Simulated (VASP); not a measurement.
VASP input:

**INCAR**
```
NELM=100
PREC=Accurate
LREAL=.False.   ! projection in real space or not
ENCUT=520   ! plane-wave cut-off (eV)
ISIF=2   ! forces and stress, cell fixed
LWAVE=.False.
NEDOS=601   ! DOS grid
ALGO=Normal
ISMEAR=-5   ! tetrahedra, Bloechl
EDIFF=1E-7   ! SCF stop (eV)
LCHARG=.True.
LASPH=.True.   ! aspherical one-centre terms
SYSTEM=TaC
LORBIT=11   ! lm-projected
LMAXMIX=6   ! l cut-off of mixed one-centre charges
GGA=PS   ! PBEsol
```

### POSCAR
```
TaC
1
    0.0000000000     2.2217117846     2.2217117846
    2.2217117846    -0.0000000000     2.2217117846
    2.2217117846     2.2217117846    -0.0000000000
Ta C
1 1
Direct
  0.0000000000   0.0000000000   0.0000000000
  0.5000000000   0.5000000000   0.5000000000
```

KPOINTS:
```
Automatic mesh
0
Gamma
16 16 16
0 0 0
```

POTCAR, in this order: Ta_pv C (PBE.64 set). Program: vasp_std.

Q: Write an equivalent input for Quantum ESPRESSO's pw.x.

A: One equivalent input (not run):
```
&CONTROL
  calculation = 'scf'
  pseudo_dir = './pseudo'
  outdir = './out'
  tprnfor = .true.
  tstress = .true.
/
&SYSTEM
  ibrav = 0
  nat = 2
  ntyp = 2
  ecutwfc = 82
  occupations = 'tetrahedra'
  input_dft = 'pbesol'
/
&ELECTRONS
  conv_thr = 7.3e-09
  electron_maxstep = 100
/
ATOMIC_SPECIES
  Ta 180.948 Ta.upf
  C 12.011 C.upf
CELL_PARAMETERS angstrom
     0.0000000    2.2217118    2.2217118
     2.2217118   -0.0000000    2.2217118
     2.2217118    2.2217118   -0.0000000
ATOMIC_POSITIONS crystal
  Ta   0.0000000  0.0000000  0.0000000
  C    0.5000000  0.5000000  0.5000000
K_POINTS automatic
  16 16 16 0 0 0
```
The two are equivalent in intent, not identical: the potentials are each code's own (VASP's PAW set, PseudoDojo norm-conserving files in pw.x), so ENCUT and ecutwfc are chosen apart and not converted; conv_thr bounds pw.x's estimated SCF error, while EDIFF bounds the energy change between steps.

The compound is TaC in the rock salt structure. It was relaxed first.
